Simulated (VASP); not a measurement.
The system is TiMoSe4.

```xyz
6
Lattice="5.2658 0.0000 0.0000 0.0000 5.2658 0.0000 0.0000 0.0000 5.2658" Properties=species:S:1:pos:R:3 pbc="T T T"
Ti    0.0000    0.0000    0.0000
Mo    2.6329    2.6329    2.6329
Se    3.9584    3.9584    3.9584
Se    1.3074    1.3074    3.9584
Se    1.3074    3.9584    1.3074
Se    3.9584    1.3074    1.3074
```

The cell was built by a generator and needn't be a form met in nature.

```yaml
Program: VASP 6.6.1
Task: relaxation of cell and atoms
Functional: PBE
Potentials_or_basis: VASP PAW PBE potentials, release 64 (Ti_sv, Mo_sv, Se)
Cutoff: 520 eV
k_mesh: 3 × 3 × 3
Occupations: gaussian, width 0.15 eV
Spin: no spin polarisation
```

At the start: pressure 10.9 GPa; volume 24.34 Å³/atom.

Problem. Where does the relaxation end?

Solution. Over 8 steps the energy falls by 108.8 meV/atom and the volume is 27.59 Å³/atom (+13.4 %); space group P-43m (No. 215, to 0.05 Å).

Step by step:
```
step  energy change (eV)  largest force (eV/Å)  pressure (GPa)  volume (Å³)
   1              0.0000                0.6917           10.94       146.02
   2             -0.0141                0.4112           -5.15       184.01
   3             -0.6118                0.4940            1.44       161.87
   4             -0.6320                0.4705           -0.47       166.86
   5             -0.6330                0.4746           -0.43       166.28
   6             -0.6291                0.4798            0.46       164.10
   7             -0.6332                0.4705           -0.22       165.84
   8             -0.6530                0.0070            0.16       165.54
```

Final structure:
```
CELL_PARAMETERS angstrom
5.49075 0.00000 0.00000
0.00000 5.49075 0.00000
0.00000 0.00000 5.49075
ATOMIC_POSITIONS crystal
Ti 0.00000 0.00000 0.00000
Mo 0.50000 0.50000 0.50000
Se 0.74738 0.74738 0.74738
Se 0.25262 0.25262 0.74738
Se 0.25262 0.74738 0.25262
Se 0.74738 0.25262 0.25262
```

Caveat: the k mesh is coarse (spacing up to 0.40 Å⁻¹), so the values aren't converged.
